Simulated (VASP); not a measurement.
Runs of VASP 6.6.1 on Bi. The structure is trigonal, space group R-3m (No. 166). Conventional cell: a = 4.531 Å, b = 4.531 Å, c = 11.664 Å, α = 90.00°, β = 90.00°, γ = 120.00°. Around Bi (site symmetry 3m) lie 6 Bi at 3.09 to 3.44 Å. 

```tsv
task	level	potentials or basis	spin	cell	k mesh	cutoff (eV)	pressure (GPa)	largest force (eV/Å)
band structure	r2SCAN	VASP PAW PBE potentials, release 64 (Bi_d)	off	R-3m, 34.57 Å³/atom	12 × 12 × 10	520	1.2	0.19
relaxation of cell and atoms	PBE+D3(BJ)	VASP PAW PBE potentials, release 64 (Bi_d)	off	relaxed	12 × 12 × 10	600	0.0	-
band structure	LDA	VASP PAW LDA potentials, release 64 (Bi_d)	off	R-3m, 34.57 Å³/atom	12 × 12 × 10	520	-1.5	(a)
band structure	PBE+D3(BJ)	VASP PAW PBE potentials, release 64 (Bi_d)	SOC, no magnetisation	R-3m, 34.57 Å³/atom	6 × 6 × 5	520	0.8	(b)
```

Alike in all rows: smearing methfessel-paxton 0.1 eV.

Task: Estimate the missing entries.

Result: (a) 0.11; (b) 0.02.

Caveats: the PAW data sets were made with another functional, which shifts forces and pressure a little (some runs); pairwise dispersion overbinds metals, which lowers pressure and volume (some runs).
